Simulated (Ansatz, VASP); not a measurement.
# MnO2: VASP beside Ansatz, part 2 of 3

Wanted: the spread between two codes on one cell, functional and k mesh.  The cell is a member of a volume series, scaled by 0.94 from a relaxed one, so a pressure remains.

VASP 6.6.1 and Ansatz 0.2.0.

So far. Step 2 (VASP: single point, PBE, DFT+U): The magnetic state follows from one typed start and may not be the lowest. Experiment finds antiferromagnetic order in this phase (below 92.7 K, arxiv:2401.02109), so this ferromagnetic run describes another state.

In doubt: warnings of the run leave room for a lower electronic state, so energies may not be the lowest and differences between runs may mislead.

## (3) Ansatz: single point, PBE, DFT+U

Level of this step: Ansatz beside VASP: Kohn-Sham DFT, plane waves, PBE, DFT+U (Ansatz).

Ansatz runs on its default PAW (the set named soft_2) files.

The same cell, functional, mesh and smearing now go to Ansatz, which takes its cutoff from its data sets.

Input file input.yaml:

```yaml
crystal:
  lattice:
    - [4.3606950854, 0.0, 0.0]
    - [0.0, 4.3606950854, 0.0]
    - [0.0, 0.0, 2.8363316693]
  atoms:
    - { symbol: Mn, position: [0.5, 0.5, 0.5], spin: 2.799 }
    - { symbol: Mn, position: [0.0, 0.0, 0.0], spin: 2.799 }
    - { symbol: O, position: [0.805569741, 0.194430259, 0.5], spin: 0.054 }
    - { symbol: O, position: [0.694430259, 0.694430259, 0.0], spin: 0.054 }
    - { symbol: O, position: [0.194430259, 0.805569741, 0.5], spin: 0.054 }
    - { symbol: O, position: [0.305569741, 0.305569741, 0.0], spin: 0.054 }
hamiltonian:
  xc: pbe
  pseudopotentials: { kind: paw }
  hubbard: { sites: [{ species: Mn, l: d, u_eff: 1.0 }] }
magnetization:
  spin_polarized: true
kpoints:
  mp_grid: { grid: [5, 5, 7] }
scf:
  occupations: { method: gaussian, width: 0.05 }
  n_extra_bands: 9
output:
  forces: true
  stress: true
  eigenvalues: true
```

The run is started by

```bash
$ ansatz run input.yaml --threads 4 --pin off --max-ram 9216MiB --backend cpu --events-out ev --progress --plain --runs-dir out
```

Numbers of over 12 decimals in the logs are rounded to 6 here.

Log:

```text
Mn: projections on atomic orbitals take those of the free atom [Ne] 3s2 3p6 3d5 4s2, of charge +0.00 (hamiltonian.pseudopotentials.projection_atoms); the dataset's partial waves leave at most 9.0e-7 of an orbital's norm unspanned inside its sphere
O: projections on atomic orbitals take those of the free atom [He] 2s2 2p4, of charge +0.00 (hamiltonian.pseudopotentials.projection_atoms); the dataset's partial waves leave at most 1.9e-8 of an orbital's norm unspanned inside its sphere
scf.n_extra_bands = 9 over 27 filled bands (N_el = 54.0): the run solves 36 bands
Engine: ansatz 0.2.0, aarch64-unknown-linux-gnu
Pseudopotentials: kind: paw
Pseudopotential: Mn, paw, valence charge 15, recommended cutoff 420 eV (normal), Mn.paw.azcp
Pseudopotential: O, paw, valence charge 6, recommended cutoff 420 eV (normal), O.paw.azcp
Functional definition: PBE
  parameter kappa = 0.804
  parameter beta = 0.066725
  exchange = pbe_x(kappa = kappa, mu = beta*pi^2/3)
  correlation = pbe_c(beta = beta)
Crystal: 6 atoms, lattice volume = 53.935 Å³
Basis set: ecut = 420 eV, 1057 PW (Γ), exchange–correlation on 60×60×40 points (8 copies of the dense FFT grid, shifted against one another)
Bands: 36, of which v1, the nominal top of the filled ones, is band 27 counted from 1 (26 counted from 0)
Symmetry: 16 space group operations
Space group: P42/mnm (ITA 136), of the structure as read, at distance tolerance 3.8e-5 Å
Magnetic group: BNS 136.495 (UNI 1155), of the structure as read, at distance tolerance 3.8e-5 Å
k-points: 24 of 175
Non-local potential: Mn, projectors of the file, l = 0: 3, l = 1: 2, l = 2: 3, l = 3: 1
Non-local potential: O, projectors of the file, l = 0: 2, l = 1: 2, l = 2: 1
PAW form: soft (Blöchl's): semilocal exchange-correlation on the pseudo side does not see the compensation charge
PAW one-centre angular grid: Mn, 590 points (default); XC on 64 Gauss nodes
PAW one-centre angular grid: O, 110 points (default); XC on 64 Gauss nodes
Initial density: superposition of atomic densities (chi_scale 0.1, normalization cell, long waves kept (reshape's long-wave potential 0.00 eV rms))
Starting moments: Σ|m| = 5.814 μB on 6 of 6 sites
Initial wavefunctions: pseudopotential atomic-orbital guess
Functional: x = pbe(κ = 0.804, μ = 0.219515), c = pbe(β = 0.066725)
SCF iter   1: F=—  HF=-10067.471877 eV  |F-HF|=—  |Δ(HF+E_count)|=         —  Δρ=1.85e-1 (↑1.14e-1 ↓1.85e-1)  dr2=4.51e1  dr2_m=1.10e0  M=3.933 μB ∫|m|=4.194 μB  β_m=0.30  ethr=3.10e-3  ⟨swp⟩=5.7  Hψ=5938  notcnv=0
preconditioner: auto → Kerker (q_TF=auto, 2.729 Å⁻¹)  [metal: Δε(μ)=0.006 eV  Ē_g=10.703 eV  σ=0.050 eV  W_gap=0.07  n_scr=18 (ndim 8)  ℏωp=31.2 eV  f_vac=0.000  D(μ)=11.73/eV (n_scr^D=216)]
spin=Collinear: Kerker preconditioning applied to the charge; magnetization (m = ρ↑ − ρ↓) channel mixes plain (no charge-response kernel on spin).
SCF iter   2: F=—  HF=-10066.036442 eV  |F-HF|=—  |Δ(HF+E_count)|=    1.44e0  Δρ=1.02e-1 (↑7.87e-2 ↓1.02e-1)  dr2=1.00e1  dr2_m=8.87e-1  M=6.000 μB ∫|m|=6.166 μB  β_m=0.30  ethr=3.10e-3  ⟨swp⟩=3.1  Hψ=4061  notcnv=0  defer=90
preconditioner: auto → Resta (q_TF=auto, 2.729 Å⁻¹)  ε∞=7.9  [insulator: Δε(μ)=0.125 eV  Ē_g=11.863 eV  σ=0.050 eV  W_gap=0.92  n_scr=18 (ndim 8)  ℏωp=31.2 eV  f_vac=0.000  D(μ)=0.04/eV (n_scr^D=0)  ε∞_Penn≈7.9]
spin=Collinear: Resta preconditioning applied to the charge; magnetization (m = ρ↑ − ρ↓) channel mixes plain (no charge-response kernel on spin).
SCF iter   3: F=—  HF=-10065.379002 eV  |F-HF|=—  |Δ(HF+E_count)|=   6.57e-1  Δρ=5.20e-2 (↑4.58e-2 ↓5.20e-2)  dr2=2.02e0  dr2_m=4.61e-1  M=6.000 μB ∫|m|=6.185 μB  β_m=1.00  ethr=3.10e-3  ⟨swp⟩=3.7  Hψ=3672  notcnv=0  defer=91
SCF iter   4: F=—  HF=-10065.727785 eV  |F-HF|=—  |Δ(HF+E_count)|=   3.49e-1  Δρ=3.53e-2 (↑2.92e-2 ↓3.53e-2)  dr2=1.84e0  dr2_m=2.30e-2  M=5.985 μB ∫|m|=6.199 μB  β_m=0.30  ethr=3.10e-3  ⟨swp⟩=3.0  Hψ=3692  notcnv=0  defer=92
SCF iter   5: F=—  HF=-10065.710896 eV  |F-HF|=—  |Δ(HF+E_count)|=   1.69e-2  Δρ=1.28e-2 (↑1.06e-2 ↓1.28e-2)  dr2=2.26e-1  dr2_m=2.35e-3  M=6.000 μB ∫|m|=6.213 μB  β_m=0.30  ethr=3.10e-3  ⟨swp⟩=2.5  Hψ=2458  notcnv=0  defer=89
Mixer restart at iter 5: flushing history
spin-set hold released at iteration 5 (site moments contracting): the magnetisation degrees of freedom join the quasi-Newton model from the next iteration; the mixer history was flushed
SCF iter   6: F=—  HF=-10065.786848 eV  |F-HF|=—  |Δ(HF+E_count)|=   7.60e-2  Δρ=4.62e-3 (↑3.02e-3 ↓4.62e-3)  dr2=1.09e-2  dr2_m=1.51e-3  M=6.000 μB ∫|m|=6.208 μB  β_m=0.38  ethr=4.19e-4  ⟨swp⟩=2.0  Hψ=2338  notcnv=0  defer=89
SCF iter   7: F=—  HF=-10065.854324 eV  |F-HF|=—  |Δ(HF+E_count)|=   6.75e-2  Δρ=3.38e-3 (↑2.70e-3 ↓3.38e-3)  dr2=1.29e-2  dr2_m=7.02e-4  M=6.000 μB ∫|m|=6.200 μB  β_m=0.59  ethr=2.02e-5  ⟨swp⟩=2.7  Hψ=3259  notcnv=0  defer=93
SCF iter   8: F=—  HF=-10065.893625 eV  |F-HF|=—  |Δ(HF+E_count)|=   3.93e-2  Δρ=1.10e-3 (↑7.16e-4 ↓1.10e-3)  dr2=5.35e-4  dr2_m=2.80e-4  M=6.000 μB ∫|m|=6.182 μB  β_m=0.75  ethr=2.02e-5  ⟨swp⟩=2.0  Hψ=2963  notcnv=0  defer=93
SCF iter   9: F=—  HF=-10065.894303 eV  |F-HF|=—  |Δ(HF+E_count)|=   6.78e-4  Δρ=5.90e-4 (↑3.21e-4 ↓5.90e-4)  dr2=1.77e-4  dr2_m=7.53e-5  M=6.000 μB ∫|m|=6.176 μB  β_m=0.88  ethr=9.91e-7  ⟨swp⟩=2.3  Hψ=2509  notcnv=0  defer=93
SCF iter  10: F=—  HF=-10065.894446 eV  |F-HF|=—  |Δ(HF+E_count)|=   1.43e-4  Δρ=1.67e-4 (↑1.67e-4 ↓9.73e-5)  dr2=2.36e-5  dr2_m=7.71e-7  M=6.000 μB ∫|m|=6.170 μB  β_m=0.94  ethr=3.28e-7  ⟨swp⟩=2.0  Hψ=2527  notcnv=0  defer=93
SCF iter  11: F=—  HF=-10065.894445 eV  |F-HF|=—  |Δ(HF+E_count)|=   7.71e-7  Δρ=3.39e-5 (↑3.39e-5 ↓2.78e-5)  dr2=1.54e-6  dr2_m=8.76e-9  M=6.000 μB ∫|m|=6.170 μB  β_m=0.97  ethr=4.37e-8  ⟨swp⟩=1.6  Hψ=1999  notcnv=0  defer=93
SCF iter  12: F=—  HF=-10065.894445 eV  |F-HF|=—  |Δ(HF+E_count)|=   3.02e-8  Δρ=1.13e-5 (↑1.13e-5 ↓9.17e-6)  dr2=2.20e-7  dr2_m=1.94e-9  M=6.000 μB ∫|m|=6.170 μB  β_m=0.98  ethr=2.85e-9  ⟨swp⟩=2.8  Hψ=2965  notcnv=0  defer=93
SCF iter  13: F=-10065.894445 eV  HF=-10065.894445 eV  |F-HF|=9.84e-10  |Δ(HF+E_count)|=   5.22e-9  Δρ=2.38e-6 (↑1.26e-6 ↓2.38e-6)  dr2=6.07e-9  dr2_m=2.83e-10  M=6.000 μB ∫|m|=6.170 μB  ethr=1.85e-10  ⟨swp⟩=9.2  Hψ=6061  notcnv=0
SCF 1 converged in 13 iterations: F = -10065.894445 eV  dr2 = 6.07e-9
  greatest PAW one-centre occupation: 1.000 electrons in one spin orbital (limit 2), on the Mn atom at site 0 (counted from 0), in its partial waves of l = 0
WARN: an SCF from ferrimagnetic starting moments (-2.80, 2.80, 0.05, 0.05, 0.05, 0.05 Bohr magnetons, atom by atom) was not made, by what the run has read of turns of its moments that order reads lower: the deck asks for what bars it, or types moments that do (magnetization.spin_polarized, in the input reference, names some of the keys), or the run goes by scf.lower_state_search: light, the default, which as a rule tries one only behind a close that has lost an order of both signs, or on which an open d or half-filled 4f shell of a PAW file has lost a moment that was set nearer to Hund's than to what is left; [rest of the remark cut]
SCF converged after 13 iterations
Magnetization: 6.0000 μB (30.0000 up, 24.0000 down)
Absolute magnetization: 6.1926 μB (∫|ρ↑−ρ↓|, with the PAW one-centre terms)
Spin contamination: 0.0593 ħ² per cell (⟨S²⟩ above its minimum at these occupations)
Per-site moments (μB) at R_I (Å): [(2.395093, 0.766062), (2.395093, 0.766062), (0.085477, 0.766062), (0.085477, 0.766062), (0.085477, 0.766062), (0.085477, 0.766062)]
Free energy (F): -10065.894445 eV
Harris-Foulkes:  -10065.894445 eV  (|F-HF|=9.84e-10)
Internal energy: -10065.894325 eV  (E = F + TS)
E sigma→0 (E₀):  -10065.894385 eV
Entropy (-TS):   -0.000120 eV (-0.020 meV/atom)
Fermi energy:    11.333354 eV
--- Per-component energies (eV) ---
  E_band       = -562.055739
  E_kinetic    = 1304.547545
  E_local      = -5393.883863  (includes V_loc(G=0)·N_el)
  E_nonlocal   = 665.655447
  E_hartree    = 2124.841009
  E_xc         = -522.652213
  E_vxc        = -668.057406  (∫ρ·V_xc dr)
  E_hubbard    = 1.393978  (on-site DFT+U / exact-exchange correction)
  E_vhub       = -2.272885  (the Hubbard potential's part of the band-sum identity)
  E_paw        = -3221.049883  (= ΣΔE_a)
  E_vpaw       = -717.738184  (= ΣTr[D̂ρ^β])
  E_aug_tail   = 0.009975  (compensation charges beyond the density's cutoff)
  E_ewald      = -5024.756321
  E_smearing   = -0.000120  (= −TS)
  E_closure    = 0.000000  (closes the sum)
  Σ components = -10065.894445   (vs F -10065.894445, Δ=0.00e0)
--- Forces (eV/Å), atoms counted from 1 ---
  atom   1  Mn     0.00000000     0.00000000     0.00000000
  atom   2  Mn     0.00000000    -0.00000000     0.00000000
  atom   3  O     -0.19311465     0.19311465     0.00000000
  atom   4  O      0.19311465     0.19311465     0.00000000
  atom   5  O      0.19311465    -0.19311465     0.00000000
  atom   6  O     -0.19311465    -0.19311465     0.00000000
  max |Σ_I F_I| component: 5.55e-17 eV/Å
--- Stress (GPa, compression-positive) ---
       14.326795       0.000000       0.000000
        0.000000      14.326795       0.000000
        0.000000       0.000000      17.639033
  P = ⅓ Tr σ = 15.4309 GPa (154.309 kbar)
--- Band table (eV; the first three rows and the last of 48) ---
  k-point 0 ↑: bands = [... 23 lower, 8.3471, 8.6743, 9.7552, 10.2350, 10.2350, 10.8117, 11.0682, 11.3712, ... 5 higher]
  k-point 1 ↑: bands = [... 23 lower, 8.1813, 8.8444, 9.6600, 10.4882, 10.4882, 10.5477, 10.9699, 11.7549, ... 5 higher]
  k-point 2 ↑: bands = [... 23 lower, 8.2130, 8.7782, 9.4536, 10.0391, 10.6928, 10.8587, 10.8587, 12.3129, ... 5 higher]
  k-point 23 ↓: bands = [... 23 lower, 10.0265, 12.4612, 12.9080, 12.9466, 12.9793, 13.2728, 13.6580, 14.2698, ... 5 higher]
Occupation matrices written to <dir>
```

Elapsed: 5.4 s, on 4 threads of Arm Neoverse N1, shared host; peak memory 0.42 GiB; 17 s of CPU time.

The run ends at a pressure of 15.43 GPa, with forces up to 0.27 eV/Å.

## (4) Side by side

Known differences besides the PAW data sets themselves: U acts on the PAW sphere in VASP and on atomic orbitals in Ansatz, so only states and trends compare; the data sets hold 54 valence electrons in Ansatz (default PAW (the set named soft_2) files) and 50 in VASP; the cutoff is 420 eV in Ansatz and 520 eV in VASP; site moments are counted in spheres of each program's own size. Total energies have different zeros and are not compared.

Compared:

| quantity | Ansatz | VASP | difference |
| --- | --- | --- | --- |
| pressure (GPa) | 15.43 | 16.57 | -1.14 |
| gap on the k mesh (eV) | 0.112 | 0.100 | +0.011 |
| total moment (μB) | 6.00 | 6.00 | 0.00 |
| moment on Mn1 (μB) | 2.40 | 2.75 | -0.35 |
| moment on Mn2 (μB) | 2.40 | 2.75 | -0.35 |
| moment on O3 (μB) | 0.09 | 0.08 | +0.01 |
| moment on O4 (μB) | 0.09 | 0.08 | +0.01 |
| moment on O5 (μB) | 0.09 | 0.08 | +0.01 |
| moment on O6 (μB) | 0.09 | 0.08 | +0.01 |

Forces (eV/Å; atoms numbered as in POSCAR):

| atom | Ansatz x, y, z | VASP x, y, z |
| --- | --- | --- |
| Mn1 | 0.000, 0.000, 0.000 | 0.000, 0.000, 0.000 |
| Mn2 | 0.000, 0.000, 0.000 | 0.000, 0.000, 0.000 |
| O3 | -0.193, 0.193, 0.000 | -0.220, 0.220, 0.000 |
| O4 | 0.193, 0.193, 0.000 | 0.220, 0.220, 0.000 |
| O5 | 0.193, -0.193, 0.000 | 0.220, -0.220, 0.000 |
| O6 | -0.193, -0.193, 0.000 | -0.220, -0.220, 0.000 |

The forces differ by 18 meV/Å r.m.s., which is 12.1 % of the r.m.s. force of 0.15 eV/Å (both taken over all components). Ansatz's pressure holds a Pulay correction of 0.91 GPa; VASP's holds none.

## (5) VASP: single point, PBE, DFT+U

With cell and atoms fixed, the geometry can't cause a difference; cores, projectors, grids and the points listed under the comparison can. The cell compared in this pair holds 55.08 Å³, against 53.93 Å³ for the pair before.

Input file INCAR:

```
SYSTEM = MnO2
PREC = Accurate
ENCUT = 520
EDIFF = 1E-06
NELM = 100
ISMEAR = 0
SIGMA = 0.05
LREAL = .FALSE.
ALGO = Normal
GGA = PE
NBANDS = 34
ISPIN = 2
MAGMOM = 2.799 2.799 0.054 0.054 0.054 0.054
LDAU = .TRUE.
LDAUTYPE = 2
LDAUL = 2 -1
LDAUU = 1 0
LDAUJ = 0 0
LDAUPRINT = 1
LASPH = .TRUE.
LMAXMIX = 4
LORBIT = 11
LWAVE = .FALSE.
LCHARG = .FALSE.
KPAR = 2
ISIF = 2
```

Input file POSCAR:

```
MnO2
1.0
    4.3914052176      0.0000000000      0.0000000000
    0.0000000000      4.3914052176      0.0000000000
    0.0000000000      0.0000000000      2.8563064941
Mn O
2 4
Direct
    0.5000000000      0.5000000000      0.5000000000
    0.0000000000      0.0000000000      0.0000000000
    0.8055697410      0.1944302590      0.5000000000
    0.6944302590      0.6944302590      0.0000000000
    0.1944302590      0.8055697410      0.5000000000
    0.3055697410      0.3055697410      0.0000000000
```

Input file KPOINTS:

```
Automatic mesh
0
Gamma
5 5 7
0 0 0
```

PAW data sets: Mn_pv and O (PBE family, release 64).

The run is started by

```bash
$ mpirun -np 2 vasp_std
```

Log:

```text
[... set-up lines as in an earlier step ...]
 entering main loop
       N       E                     dE             d eps       ncg     rms          rms(c)
DAV:   1     0.630261787002E+03    0.63026E+03   -0.27922E+04  3344   0.176E+03
DAV:   2    -0.254969704594E+01   -0.63281E+03   -0.57751E+03  3596   0.512E+02
DAV:   3    -0.606995334608E+02   -0.58150E+02   -0.57119E+02  3396   0.168E+02
DAV:   4    -0.618382711861E+02   -0.11387E+01   -0.11351E+01  3476   0.247E+01
[...]
DAV:  14    -0.461992559820E+02    0.13833E-04   -0.23674E-04  3720   0.152E-01    0.440E-02
DAV:  15    -0.461992608035E+02   -0.48214E-05   -0.39043E-05  3514   0.715E-02    0.274E-02
DAV:  16    -0.461992603908E+02    0.41267E-06   -0.70874E-06  2978   0.199E-02
   1 F= -.46199260E+02 E0= -.46199092E+02  d E =-.335945E-03  mag=     5.9995
```

Parts of OUTCAR (step 5):

```text
  Total        3.3254635      3.3254635      4.1091348      0.0000000      0.0000000      0.0000000
  in kB       96.7277159     96.7277159    119.5223535      0.0000000      0.0000000      0.0000000
  external PRESSURE =     104.3259284 kB  Pullay stress =       0.0000000 kB

 POSITION                                       TOTAL-FORCE (eV/Angst)
 -----------------------------------------------------------------------------------
      2.19570      2.19570      1.42815         0.000000      0.000000     -0.000000
      0.00000      0.00000      0.00000         0.000000      0.000000     -0.000000
      3.53758      0.85382      1.42815        -0.141635      0.141635     -0.000000
      3.04952      3.04952      0.00000         0.141635      0.141635     -0.000000
      0.85382      3.53758      1.42815         0.141635     -0.141635      0.000000
      1.34188      1.34188      0.00000        -0.141635     -0.141635      0.000000
 -----------------------------------------------------------------------------------
    total drift:                                0.000000      0.000000      0.000000

  FREE ENERGIE OF THE ION-ELECTRON SYSTEM (eV)
  ---------------------------------------------------
  free  energy   TOTEN  =       -46.1992603908 eV

  energy  without entropy=      -46.1989244462  energy(sigma->0) =      -46.19909242

 magnetization (x)
# of ion       s       p       d       tot
------------------------------------------
    1        0.018   0.030   2.716   2.764
    2        0.018   0.030   2.716   2.764
    3       -0.000   0.069   0.000   0.069
    4       -0.000   0.069   0.000   0.069
    5       -0.000   0.069   0.000   0.069
    6       -0.000   0.069   0.000   0.069
--------------------------------------------------
tot          0.035   0.337   5.433   5.805

[... 1 part as in an earlier step ...]

[... 2 further parts left out ...]
[key lines of the parts left out:]
E-fermi :   5.3225
```

The run ends at a pressure of 10.43 GPa, with forces up to 0.20 eV/Å.

## (6) Ansatz: single point, PBE, DFT+U

The same cell, functional, mesh and smearing now go to Ansatz, which takes its cutoff from its data sets.

The cell is a member of a volume series, scaled by 0.96 from a relaxed one, so a pressure remains.

Changes to input.yaml since step 3:

```diff
@@ -2,5 +2,5 @@
   lattice:
-    - [4.3606950854, 0.0, 0.0]
-    - [0.0, 4.3606950854, 0.0]
-    - [0.0, 0.0, 2.8363316693]
+    - [4.3914052176, 0.0, 0.0]
+    - [0.0, 4.3914052176, 0.0]
+    - [0.0, 0.0, 2.8563064941]
   atoms:
```

The run is started by

```bash
$ ansatz run input.yaml --threads 4 --pin off --max-ram 9216MiB --backend cpu --events-out ev --progress --plain --runs-dir out
```

Log:

```text
[...]
Crystal: 6 atoms, lattice volume = 55.082 Å³
Basis set: ecut = 420 eV, 1073 PW (Γ), exchange–correlation on 60×60×40 points (8 copies of the dense FFT grid, shifted against one another)
Bands: 36, of which v1, the nominal top of the filled ones, is band 27 counted from 1 (26 counted from 0)
Symmetry: 16 space group operations
[...]
k-point 1 ↑: bands = [... 23 lower, 7.7989, 8.4483, 9.2820, 10.1176, 10.1176, 10.2014, 10.5404, 11.2689, ... 5 higher]
  k-point 2 ↑: bands = [... 23 lower, 7.8946, 8.3768, 9.0456, 9.7037, 10.2761, 10.4596, 10.4596, 11.8235, ... 5 higher]
  k-point 23 ↓: bands = [... 23 lower, 9.6820, 12.0915, 12.5210, 12.5572, 12.5887, 12.8770, 13.2475, 13.7925, ... 5 higher]
Occupation matrices written to <dir>
[key lines of the parts left out:]
SCF converged after 15 iterations
Magnetization: 6.0000 μB (30.0000 up, 24.0000 down)
Free energy (F): -10065.982988 eV
Fermi energy:    10.896540 eV
P = ⅓ Tr σ = 9.3620 GPa (93.620 kbar)
```

It took 6.5 s on 4 threads; peak memory 0.42 GiB; 21 s of CPU time.

The run ends at a pressure of 9.36 GPa, with forces up to 0.16 eV/Å.

## (7) Differences

The two programs side by side:

| quantity | Ansatz | VASP | difference |
| --- | --- | --- | --- |
| pressure (GPa) | 9.36 | 10.43 | -1.07 |
| total moment (μB) | 6.00 | 6.00 | 0.00 |
| moment on Mn1 (μB) | 2.42 | 2.76 | -0.34 |
| moment on Mn2 (μB) | 2.42 | 2.76 | -0.34 |
| moment on O3 (μB) | 0.08 | 0.07 | +0.01 |
| moment on O4 (μB) | 0.08 | 0.07 | +0.01 |
| moment on O5 (μB) | 0.08 | 0.07 | +0.01 |
| moment on O6 (μB) | 0.08 | 0.07 | +0.01 |

Forces (eV/Å; atoms numbered as in POSCAR):

| atom | Ansatz x, y, z | VASP x, y, z |
| --- | --- | --- |
| Mn1 | 0.000, 0.000, 0.000 | 0.000, 0.000, 0.000 |
| Mn2 | 0.000, 0.000, 0.000 | 0.000, 0.000, 0.000 |
| O3 | -0.116, 0.116, 0.000 | -0.142, 0.142, 0.000 |
| O4 | 0.116, 0.116, 0.000 | 0.142, 0.142, 0.000 |
| O5 | 0.116, -0.116, 0.000 | 0.142, -0.142, 0.000 |
| O6 | -0.116, -0.116, 0.000 | -0.142, -0.142, 0.000 |

The forces differ by 17 meV/Å r.m.s., which is 18.2 % of the r.m.s. force of 0.09 eV/Å (both taken over all components). Ansatz's pressure holds a Pulay correction of 0.89 GPa; VASP's holds none.

[end of part 2 of 3]

[Lines on the potential files, build, host, timing and source positions are cut from VASP's logs without a mark.]

[Logs are printed without paths, hosts, clocks, repeated set-up lines and the standing remarks that a program may print on its own settings, such as how far it seeks lower states.]

[Hosts, paths, dates, database ids (printed as entryN), source tags and the programs' standing remarks are cut or masked in the printed files.]
